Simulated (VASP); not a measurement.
Crystal: C.

```
C
1.0
     2.46100    0.00000    0.00000
    -1.23050    2.13129    0.00000
     0.00000    0.00000    6.97632
C
4
Direct
  0.00000 0.00000 0.25000
  0.33333 0.66667 0.25000
  0.00000 0.00000 0.75000
  0.66667 0.33333 0.75000
```

The cell was built by a generator and needn't be a form met in nature.

Program: VASP 6.6.1. Alike in all runs: task single point; no spin polarisation; cell as given; k mesh 16 × 16 × 4; cutoff (eV) 520; smearing fermi-dirac 0.05 eV.

Q: Order these runs on this cell by their pressure, lowest first.
A. level SCAN; potentials or basis VASP PAW PBE potentials, release 64 (C)
B. level PBE+D2; potentials or basis VASP PAW PBE potentials, release 64 (C)
C. level vdW-DF; potentials or basis VASP PAW PBE potentials, release 64 (C)
D. level PBE; potentials or basis VASP PAW PBE potentials, release 64 (C)
E. level LDA; potentials or basis VASP PAW LDA potentials, release 64 (C)

A: E (-4.8 GPa), A (-2.6 GPa), B (0.7 GPa), D (2.8 GPa), C (5.8 GPa).

Caveats: the PAW data sets were made with another functional, which shifts forces and pressure a little (some runs); this functional lacks dispersion, which binds the layers, so the pressure and a relaxed spacing across them are unreliable (some runs).

Not every run made on this cell is shown here.
